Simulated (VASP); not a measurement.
ReS2 (relaxed from the fluorite structure, space group Fm-3m): computed properties

Computed with PBEsol GGA, VASP's PBE PAW potentials (set 64) (plane waves; VASP).

| Property | Value |
|---|---|
| space group | Fm-3m (225) |
| cell | a = 5.702 Å, b = 5.702 Å, c = 5.702 Å, α = 90.00°, β = 90.00°, γ = 90.00° |
| volume per atom | 15.45 Å³/atom |
| density | 8.97 g/cm³ |

```cif
data_Re4S8
_chemical_formula_sum 'Re4 S8'
_space_group_name_H-M_alt 'Fm-3m'
_space_group_IT_number 225
_space_group_name_Hall '-F 4 2 3'
_cell_length_a 5.70170
_cell_length_b 5.70170
_cell_length_c 5.70170
_cell_angle_alpha 90.000
_cell_angle_beta 90.000
_cell_angle_gamma 90.000
loop_
_atom_site_label
_atom_site_type_symbol
_atom_site_symmetry_multiplicity
_atom_site_Wyckoff_symbol
_atom_site_fract_x
_atom_site_fract_y
_atom_site_fract_z
_atom_site_occupancy
Re1 Re 4 a 0.00000 0.00000 0.00000 1
S1 S 8 c 0.25000 0.25000 0.25000 1
```
(The calculation used a cell of 3 atoms; values per cell refer to that cell.)

The structure was generated: ReS2 was put into the fluorite type (Fm-3m), which need not be its known phase. It was relaxed first, which changed the volume by -15 %. Symmetry was kept, so distortions that lower it aren't found. The electron count is odd and the run is not spin-polarised, which forces a metal.
